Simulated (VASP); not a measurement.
These are PBEsol GGA, VASP's PBE PAW potentials (set 64) (plane waves; VASP) values and carry that method's errors.

A VASP calculation is set up with these files.

**INCAR**
```
! general
SYSTEM   =  Cd
PREC     =  Accurate
ENCUT    =  500
LREAL    =  .FALSE.
LASPH    =  .TRUE.   ! aspherical one-centre terms

! electronic loop
EDIFF    =  1E-6
NELM     =  100   ! most electronic steps
ALGO     =  Normal   ! blocked Davidson
LMAXMIX  =  4   ! l cut-off of mixed one-centre charges

! smearing
ISMEAR   =  1
SIGMA    =  0.1   ! width (eV)

! functional
GGA      =  PS   ! PBEsol

! ions
IBRION   =  2   ! conjugate gradients
NSW      =  40   ! most ionic steps
ISIF     =  3
EDIFFG   =  -0.02   ! ionic stop

! output
LWAVE    =  .FALSE.
LCHARG   =  .FALSE.
```

### POSCAR
```
Cd
1
    1.4959580195    -2.5910755957     0.0000000000
    1.4959580195     2.5910755957     0.0000000000
    0.0000000000     0.0000000000     5.3901638387
Cd
2
Direct
  0.3333330000   0.6666670000   0.2500000000
  0.6666670000   0.3333330000   0.7500000000
```

KPOINTS:
```
Automatic mesh
0
Gamma
14 14 7
0 0 0
```

POTCAR, in this order: Cd (PBE.64 set). Program: vasp_std.

Output

File OUTCAR:
```
 ion  position               nearest neighbor table
   1  0.333  0.667  0.250-   2 3.20   2 3.20   2 3.20   2 3.20   2 3.20   2 3.20
   2  0.667  0.333  0.750-   1 3.20   1 3.20   1 3.20   1 3.20   1 3.20   1 3.20
  LATTYP: Found a hexagonal cell.
 ALAT       =     2.9919162988
 C/A-ratio  =     1.8015757463
 Subroutine PRICEL returns:
 Original cell was already a primitive cell.
 Subroutine GETGRP returns: Found 24 space group operations
The static configuration has the point symmetry D_3d.
 The point group associated with its full space group is D_6h.
The dynamic configuration has the point symmetry D_3d.
 Subroutine INISYM returns: Found 24 space group operations
 Subroutine IBZKPT returns following result:
 Found     96 irreducible k-points:

 Following reciprocal coordinates:
            Coordinates               Weight
  0.000000  0.000000  0.000000      1.000000
  0.071429  0.000000  0.000000      6.000000
  0.142857  0.000000  0.000000      6.000000
  0.214286  0.000000  0.000000      6.000000
  0.285714  0.000000  0.000000      6.000000
  0.357143  0.000000  0.000000      6.000000
  0.428571  0.000000  0.000000      6.000000
  0.500000  0.000000  0.000000      3.000000
  0.071429  0.071429  0.000000      6.000000
  0.142857  0.071429  0.000000     12.000000
  0.214286  0.071429  0.000000     12.000000
  0.285714  0.071429  0.000000     12.000000
  0.357143  0.071429  0.000000     12.000000
  0.428571  0.071429  0.000000     12.000000
  0.142857  0.142857  0.000000      6.000000
  0.214286  0.142857  0.000000     12.000000
  0.285714  0.142857  0.000000     12.000000
  0.357143  0.142857  0.000000     12.000000
  0.428571  0.142857  0.000000      6.000000
  0.214286  0.214286  0.000000      6.000000
  0.285714  0.214286  0.000000     12.000000
  0.357143  0.214286  0.000000     12.000000
...
```

### OSZICAR
```
       N       E                     dE             d eps       ncg     rms          rms(c)
DAV:   1     0.163334220069E+03    0.16333E+03   -0.13191E+04  3080   0.147E+03
DAV:   2     0.675993029759E+00   -0.16266E+03   -0.15905E+03  3144   0.371E+02
DAV:   3    -0.257488183149E+01   -0.32509E+01   -0.32478E+01  3872   0.627E+01
DAV:   4    -0.257852266134E+01   -0.36408E-02   -0.36408E-02  3520   0.184E+00
DAV:   5    -0.257853277115E+01   -0.10110E-04   -0.10109E-04  3968   0.932E-02    0.480E+00
DAV:   6    -0.240764885614E+01    0.17088E+00   -0.47536E-01  3304   0.925E+00    0.380E+00
DAV:   7    -0.239543839322E+01    0.12210E-01   -0.37987E-02  3552   0.201E+00    0.200E+00
DAV:   8    -0.239364917645E+01    0.17892E-02   -0.33733E-03  3344   0.867E-01    0.104E-01
DAV:   9    -0.239366086513E+01   -0.11689E-04   -0.23533E-05  3960   0.603E-02    0.449E-02
DAV:  10    -0.239368127497E+01   -0.20410E-04   -0.14671E-05  3408   0.473E-02    0.306E-03
DAV:  11    -0.239368120271E+01    0.72264E-07   -0.12341E-07  2080   0.389E-03
   1 F= -.23936812E+01 E0= -.23937806E+01  d E =-.239368E+01
```

### OUTCAR
```
------------------------ aborting loop because EDIFF is reached ----------------------------------------
  FORCE on cell =-STRESS in cart. coord.  units (eV):
  Direction    XX          YY          ZZ          XY          YZ          ZX
  --------------------------------------------------------------------------------------
  Total        0.0174968      0.0174968     -0.0101139     -0.0000000      0.0000000      0.0000000
  in kB        0.6708706      0.6708707     -0.3877920     -0.0000000      0.0000000      0.0000000
  external PRESSURE =       0.3179831 kB  Pullay stress =       0.0000000 kB
  volume of cell :       41.79
      direct lattice vectors                 reciprocal lattice vectors
     1.495958019 -2.591075596  0.000000000     0.334233978 -0.192970055  0.000000000
     1.495958019  2.591075596  0.000000000     0.334233978  0.192970055  0.000000000
     0.000000000  0.000000000  5.390163839     0.000000000  0.000000000  0.185523118
 POSITION                                       TOTAL-FORCE (eV/Angst)
 -----------------------------------------------------------------------------------
      1.49596      0.86369      1.34754        -0.000000     -0.000000      0.000000
      1.49596     -0.86369      4.04262         0.000000      0.000000      0.000000
 -----------------------------------------------------------------------------------
    total drift:                                0.000000      0.000191      0.000002
  FREE ENERGIE OF THE ION-ELECTRON SYSTEM (eV)
  ---------------------------------------------------
  free  energy   TOTEN  =        -2.3936812027 eV

  energy  without entropy=       -2.3939792602  energy(sigma->0) =       -2.39378056

 reached required accuracy - stopping structural energy minimisation
```
(Selected blocks of OUTCAR.)

### OUTCAR
```
 val. band max:        3.0717724976   @ k =   0.3571   0.1429   0.0000

 cond. band min:       3.1181735395   @ k =   0.5000   0.0000   0.4286


 Fermi energy:         3.0852926383

 k-point     1 :       0.0000    0.0000    0.0000
  band No.  band energies     occupation
      1      -6.8889      2.00000
      2      -6.5253      2.00000
      3      -6.2184      2.00000
      4      -6.2184      2.00000
      5      -6.1487      2.00000
      6      -6.1487      2.00000
      7      -6.1187      2.00000
      8      -5.7457      2.00000
      9      -5.7457      2.00000
     10      -5.4047      2.00000
     11      -5.4047      2.00000
     12      -0.0218      2.00000
     13       0.5241      2.00000
     14      15.0125      0.00000
     15      17.2019      0.00000
     16      17.4479      0.00000

 k-point     2 :       0.0714    0.0000    0.0000
  band No.  band energies     occupation
      1      -6.8377      2.00000
      2      -6.4751      2.00000
      3      -6.2376      2.00000
      4      -6.1716      2.00000
      5      -6.1702      2.00000
      6      -6.1042      2.00000
      7      -6.0081      2.00000
      8      -5.7832      2.00000
      9      -5.7644      2.00000
     10      -5.4763      2.00000
     11      -5.4014      2.00000
     12       0.1854      2.00000
     13       0.5944      2.00000
     14      15.1803      0.00000
     15      15.3794      0.00000
     16      16.4558      0.00000

 k-point     3 :       0.1429    0.0000    0.0000
  band No.  band energies     occupation
      1      -6.7263      2.00000
      2      -6.4124      2.00000
      3      -6.2911      2.00000
      4      -6.1693      2.00000
      5      -6.0381      2.00000
      6      -5.9775      2.00000
      7      -5.9048      2.00000
      8      -5.8135      2.00000
      9      -5.6370      2.00000
     10      -5.6209      2.00000
     11      -5.3952      2.00000
     12       0.7663      2.00000
     13       0.8184      2.00000
...
```

The compound is Cd in the hcp structure. It was relaxed first.
